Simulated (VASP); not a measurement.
Method: PBE GGA, VASP's PBE PAW potentials (set 64) (plane waves; VASP).

VASP input:

File KPOINTS:
```
Automatic mesh
0
Gamma
1 1 1
0 0 0
```

POSCAR:
```
Ga27As27
1.0
  0.0000000000   8.6408795073   8.6408795073
  8.6408795073   0.0000000000   8.6408795073
  8.6408795073   8.6408795073   0.0000000000
Ga As
27 27
Direct
  0.0000000000   0.0000000000   0.0000000000
  0.0000000000   0.0000000000   0.3333330000
  0.0000000000   0.0000000000   0.6666670000
  0.0000000000   0.3333330000   0.0000000000
  0.0000000000   0.3333330000   0.3333330000
  0.0000000000   0.3333330000   0.6666670000
  0.0000000000   0.6666670000   0.0000000000
  0.0000000000   0.6666670000   0.3333330000
  0.0000000000   0.6666670000   0.6666670000
  0.3333330000   0.0000000000   0.0000000000
  0.3333330000   0.0000000000   0.3333330000
  0.3333330000   0.0000000000   0.6666670000
  0.3333330000   0.3333330000   0.0000000000
  0.3333330000   0.3333330000   0.3333330000
  0.3333330000   0.3333330000   0.6666670000
  0.3333330000   0.6666670000   0.0000000000
  0.3333330000   0.6666670000   0.3333330000
  0.3333330000   0.6666670000   0.6666670000
  0.6666670000   0.0000000000   0.0000000000
  0.6666670000   0.0000000000   0.3333330000
  0.6666670000   0.0000000000   0.6666670000
  0.6666670000   0.3333330000   0.0000000000
  0.6666670000   0.3333330000   0.3333330000
  0.6666670000   0.3333330000   0.6666670000
  0.6666670000   0.6666670000   0.0000000000
  0.6666670000   0.6666670000   0.3333330000
  0.6666670000   0.6666670000   0.6666670000
  0.0833330000   0.0833330000   0.0833330000
  0.0833330000   0.0833330000   0.4166670000
  0.0833330000   0.0833330000   0.7500000000
  0.0833330000   0.4166670000   0.0833330000
  0.0833330000   0.4166670000   0.4166670000
  0.0833330000   0.4166670000   0.7500000000
  0.0833330000   0.7500000000   0.0833330000
  0.0833330000   0.7500000000   0.4166670000
  0.0833330000   0.7500000000   0.7500000000
  0.4166670000   0.0833330000   0.0833330000
  0.4166670000   0.0833330000   0.4166670000
  0.4166670000   0.0833330000   0.7500000000
  0.4166670000   0.4166670000   0.0833330000
  0.4166670000   0.4166670000   0.4166670000
  0.4166670000   0.4166670000   0.7500000000
  0.4166670000   0.7500000000   0.0833330000
  0.4166670000   0.7500000000   0.4166670000
  0.4166670000   0.7500000000   0.7500000000
  0.7500000000   0.0833330000   0.0833330000
  0.7500000000   0.0833330000   0.4166670000
  0.7500000000   0.0833330000   0.7500000000
  0.7500000000   0.4166670000   0.0833330000
  0.7500000000   0.4166670000   0.4166670000
  0.7500000000   0.4166670000   0.7500000000
  0.7500000000   0.7500000000   0.0833330000
  0.7500000000   0.7500000000   0.4166670000
  0.7500000000   0.7500000000   0.7500000000
```

INCAR:
```
! general
SYSTEM =Ga27As27
PREC   =Normal
ENCUT  =400   ! plane-wave cut-off (eV)
LREAL  =Auto
LASPH  =T   ! aspherical one-centre terms
SYMPREC=1E-4

! electronic loop
EDIFF  =1E-5
NELM   =100
NELMIN =4
ALGO   =Fast   ! Davidson, then RMM-DIIS
LMAXMIX=4   ! l cut-off of mixed one-centre charges

! smearing
ISMEAR =0
SIGMA  =0.05   ! width (eV)

! functional
GGA    =PE   ! PBE

! ions
IBRION =2
NSW    =20   ! most ionic steps
ISIF   =2   ! forces and stress, cell fixed
EDIFFG =-0.03

! output
LWAVE  =T
LCHARG =F
```

POTCAR, in this order: Ga As (PBE.64 set). Program: vasp_gam.

Output of the run:

File OUTCAR:
```
 ion  position               nearest neighbor table
   1  0.000  0.000  0.000-  28 2.49  30 2.49  34 2.49  46 2.49
   2  0.000  0.000  0.333-  28 2.49  29 2.49  35 2.49  47 2.49
   3  0.000  0.000  0.667-  30 2.49  29 2.49  36 2.49  48 2.49
   4  0.000  0.333  0.000-  28 2.49  31 2.49  33 2.49  49 2.49
   5  0.000  0.333  0.333-  29 2.49  31 2.49  50 2.49  32 2.49
   6  0.000  0.333  0.667-  30 2.49  32 2.49  33 2.49  51 2.49
   7  0.000  0.667  0.000-  34 2.49  31 2.49  36 2.49  52 2.49
   8  0.000  0.667  0.333-  32 2.49  34 2.49  35 2.49  53 2.49
   9  0.000  0.667  0.667-  36 2.49  35 2.49  33 2.49  54 2.49
  10  0.333  0.000  0.000-  28 2.49  37 2.49  39 2.49  43 2.49
  11  0.333  0.000  0.333-  29 2.49  37 2.49  44 2.49  38 2.49
  12  0.333  0.000  0.667-  30 2.49  38 2.49  39 2.49  45 2.49
  13  0.333  0.333  0.000-  31 2.49  37 2.49  42 2.49  40 2.49
  14  0.333  0.333  0.333-  32 2.49  38 2.49  40 2.49  41 2.49
  15  0.333  0.333  0.667-  33 2.49  39 2.49  41 2.49  42 2.49
  16  0.333  0.667  0.000-  34 2.49  40 2.49  43 2.49  45 2.49
  17  0.333  0.667  0.333-  35 2.49  43 2.49  41 2.49  44 2.49
  18  0.333  0.667  0.667-  36 2.49  42 2.49  44 2.49  45 2.49
  19  0.667  0.000  0.000-  46 2.49  37 2.49  48 2.49  52 2.49
  20  0.667  0.000  0.333-  38 2.49  46 2.49  47 2.49  53 2.49
  21  0.667  0.000  0.667-  48 2.49  47 2.49  39 2.49  54 2.49
  22  0.667  0.333  0.000-  40 2.49  46 2.49  49 2.49  51 2.49
  23  0.667  0.333  0.333-  47 2.49  49 2.49  41 2.49  50 2.49
  24  0.667  0.333  0.667-  42 2.49  48 2.49  50 2.49  51 2.49
...
```

File OSZICAR:
```
       N       E                     dE             d eps       ncg     rms          rms(c)
DAV:   1     0.128840916334E+04    0.12884E+04   -0.77641E+04   272   0.111E+03
DAV:   2    -0.645814801138E+02   -0.13530E+04   -0.12900E+04   352   0.201E+02
DAV:   3    -0.209460426606E+03   -0.14488E+03   -0.14205E+03   320   0.693E+01
DAV:   4    -0.214544378973E+03   -0.50840E+01   -0.50288E+01   344   0.130E+01
DAV:   5    -0.214642065076E+03   -0.97686E-01   -0.97156E-01   336   0.177E+00    0.196E+01
RMM:   6    -0.209322051205E+03    0.53200E+01   -0.81422E+00   272   0.428E+00    0.115E+01
RMM:   7    -0.208687891280E+03    0.63416E+00   -0.11482E+01   273   0.496E+00    0.323E+00
RMM:   8    -0.208708766621E+03   -0.20875E-01   -0.26171E+00   272   0.288E+00    0.179E+00
RMM:   9    -0.208575708031E+03    0.13306E+00   -0.23884E-01   275   0.943E-01    0.734E-01
RMM:  10    -0.208597527976E+03   -0.21820E-01   -0.33841E-01   276   0.796E-01    0.597E-01
RMM:  11    -0.208580851959E+03    0.16676E-01   -0.54171E-02   272   0.457E-01    0.135E-01
RMM:  12    -0.208580847549E+03    0.44099E-05   -0.57362E-03   274   0.144E-01    0.531E-02
RMM:  13    -0.208580821686E+03    0.25863E-04   -0.13010E-03   276   0.642E-02    0.239E-02
RMM:  14    -0.208580851451E+03   -0.29766E-04   -0.30109E-04   292   0.309E-02    0.243E-02
RMM:  15    -0.208581007280E+03   -0.15583E-03   -0.10552E-03   284   0.473E-02    0.587E-02
RMM:  16    -0.208581123794E+03   -0.11651E-03   -0.35099E-04   276   0.268E-02    0.950E-02
RMM:  17    -0.208581958905E+03   -0.83511E-03   -0.18660E-03   361   0.549E-02    0.199E-01
RMM:  18    -0.208581339450E+03    0.61945E-03   -0.44688E-04   271   0.328E-02    0.138E-01
RMM:  19    -0.208580867239E+03    0.47221E-03   -0.35912E-03   384   0.754E-02    0.184E-02
RMM:  20    -0.208580889123E+03   -0.21884E-04   -0.79902E-05   244   0.158E-02    0.354E-02
RMM:  21    -0.208580875577E+03    0.13546E-04   -0.11274E-05   163   0.724E-03    0.272E-02
RMM:  22    -0.208580868442E+03    0.71351E-05   -0.16063E-05   163   0.630E-03
   1 F= -.20858087E+03 E0= -.20857077E+03  d E =-.208581E+03
```

### OUTCAR
```
------------------------ aborting loop because EDIFF is reached ----------------------------------------
  FORCE on cell =-STRESS in cart. coord.  units (eV):
  Direction    XX          YY          ZZ          XY          YZ          ZX
  --------------------------------------------------------------------------------------
  Total        8.7295963      8.7295963      8.7295963     -0.0000000      0.0000000     -0.0000000
  in kB       10.8392916     10.8392916     10.8392916     -0.0000000      0.0000000     -0.0000000
  external PRESSURE =      10.8392916 kB  Pullay stress =       0.0000000 kB
  volume of cell :     1290.34
      direct lattice vectors                 reciprocal lattice vectors
     0.000000000  8.640879507  8.640879507    -0.057864480  0.057864480  0.057864480
     8.640879507  0.000000000  8.640879507     0.057864480 -0.057864480  0.057864480
     8.640879507  8.640879507  0.000000000     0.057864480  0.057864480 -0.057864480
  FREE ENERGIE OF THE ION-ELECTRON SYSTEM (eV)
  ---------------------------------------------------
  free  energy   TOTEN  =      -208.5808684421 eV

  energy  without entropy=     -208.5606734875  energy(sigma->0) =     -208.57077096

 reached required accuracy - stopping structural energy minimisation
```
(Selected blocks of OUTCAR.)

The supercell is sampled at Γ alone, which is coarse: total energies, pressure and levels can be off, energies of defects by several tenths of an eV.

The cell is a supercell, built from a database entry that may be metastable or hypothetical.
